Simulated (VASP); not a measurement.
The input files of a VASP run:

### KPOINTS
```
Automatic
0
gamma
7 7 10
```

**POSCAR**
```
IrO2
1
    4.5240546759     0.0000000000     0.0000000000
    0.0000000000     4.5240546759     0.0000000000
    0.0000000000     0.0000000000     3.1810729786
Ir O
2 4
Direct
  0.0000000000   0.0000000000   0.0000000000
  0.5000000000   0.5000000000   0.5000000000
  0.3082785294   0.3082785294   0.0000000000
  0.8082785294   0.1917214706   0.5000000000
  0.1917214706   0.8082785294   0.5000000000
  0.6917214706   0.6917214706   0.0000000000
```

**INCAR**
```
# general
SYSTEM  = IrO2
PREC    = Accurate
ENCUT   = 520
LREAL   = .FALSE.   # projection in real space or not
LASPH   = .TRUE.   # aspherical one-centre terms

# electronic loop
EDIFF   = 1E-7
NELM    = 100   # most electronic steps
ALGO    = Normal   # blocked Davidson
LMAXMIX = 6

# smearing
ISMEAR  = 1   # Methfessel-Paxton
SIGMA   = 0.1   # width (eV)

# functional
GGA     = PE
IVDW    = 11

# ions
IBRION  = 2
NSW     = 30
ISIF    = 4
EDIFFG  = -0.01

# output
LWAVE   = .FALSE.
LCHARG  = .FALSE.
```

POTCAR, in this order: Ir O (PBE.64 set). Program: vasp_std.

Write an equivalent input for Quantum ESPRESSO's pw.x.

One equivalent input (not run):
```
&CONTROL
  calculation = 'vc-relax'
  pseudo_dir = './pseudo'
  outdir = './out'
  tprnfor = .true.
  tstress = .true.
  nstep = 30
  forc_conv_thr = 0.00039
/
&SYSTEM
  ibrav = 0
  nat = 6
  ntyp = 2
  ecutwfc = 84
  occupations = 'smearing'
  smearing = 'methfessel-paxton'
  degauss = 0.00735
  input_dft = 'pbe'
  vdw_corr = 'grimme-d3'
  dftd3_version = 3
  dftd3_threebody = .false.
/
&ELECTRONS
  conv_thr = 7.3e-09
  electron_maxstep = 100
/
&IONS
/
&CELL
  cell_dofree = 'shape'
/
ATOMIC_SPECIES
  Ir 192.217 Ir.upf
  O 15.999 O.upf
CELL_PARAMETERS angstrom
     4.5240547    0.0000000    0.0000000
     0.0000000    4.5240547    0.0000000
     0.0000000    0.0000000    3.1810730
ATOMIC_POSITIONS crystal
  Ir   0.0000000  0.0000000  0.0000000
  Ir   0.5000000  0.5000000  0.5000000
  O    0.3082785  0.3082785  0.0000000
  O    0.8082785  0.1917215  0.5000000
  O    0.1917215  0.8082785  0.5000000
  O    0.6917215  0.6917215  0.0000000
K_POINTS automatic
  7 7 10 0 0 0
```
What does not carry over: the potentials are each code's own (VASP's PAW set, PseudoDojo norm-conserving files in pw.x), so ENCUT and ecutwfc are chosen apart and not converted; conv_thr bounds pw.x's estimated SCF error, while EDIFF bounds the energy change between steps; forc_conv_thr acts on force components and is met together with etot_conv_thr.

The compound is IrO2 in the rutile structure. This run relaxes it. Symmetry was kept, so distortions that lower it aren't found.
